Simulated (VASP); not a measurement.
Al2W3:

```
Al W
1.0
     4.17915    0.00000    0.00000
    -2.08957    3.61925    0.00000
     0.00000    0.00000    5.04593
Al W
2 3
Direct
  0.33333 0.66667 0.13800
  0.66667 0.33333 0.86200
  0.00000 0.00000 0.00000
  0.33333 0.66667 0.62500
  0.66667 0.33333 0.37500
```

The cell was built by a generator and needn't be a form met in nature.

```yaml
Program: VASP 6.6.1
Task: relaxation of cell and atoms
Functional: PBE
Potentials_or_basis: VASP PAW PBE potentials, release 64 (Al, W_sv)
Cutoff: 520 eV
k_mesh: 5 × 5 × 4
Occupations: gaussian, width 0.15 eV
Spin: no spin polarisation
```

At the start: pressure 21.4 GPa; volume 15.26 Å³/atom.

Question: How do energy, volume and symmetry change on relaxing?

Answer: Over 5 steps the energy falls by 97.5 meV/atom and the volume is 16.82 Å³/atom (+10.2 %); space group P-3m1 (No. 164, to 0.05 Å).

The path:
| step | energy change (eV) | largest force (eV/Å) | pressure (GPa) | volume (Å³) |
| --- | --- | --- | --- | --- |
| 1 | 0.0000 | 0.5610 | 21.43 | 76.32 |
| 2 | 0.9540 | 0.4872 | -22.76 | 101.17 |
| 3 | -0.4859 | 0.0277 | -1.50 | 84.56 |
| 4 | -0.4874 | 0.0081 | 0.35 | 83.96 |
| 5 | -0.4875 | 0.0134 | -0.03 | 84.12 |

Final structure:
```yaml
crystal:
  lattice:
    - [4.31294, 0.00000, 0.00000]
    - [-2.15647, 3.73511, 0.00000]
    - [0.00000, 0.00000, 5.22152]
  atoms:
    - { symbol: Al, position: [0.33333, 0.66667, 0.13655] }
    - { symbol: Al, position: [0.66667, 0.33333, 0.86345] }
    - { symbol: W, position: [0.00000, 0.00000, 0.00000] }
    - { symbol: W, position: [0.33333, 0.66667, 0.62712] }
    - { symbol: W, position: [0.66667, 0.33333, 0.37288] }
```
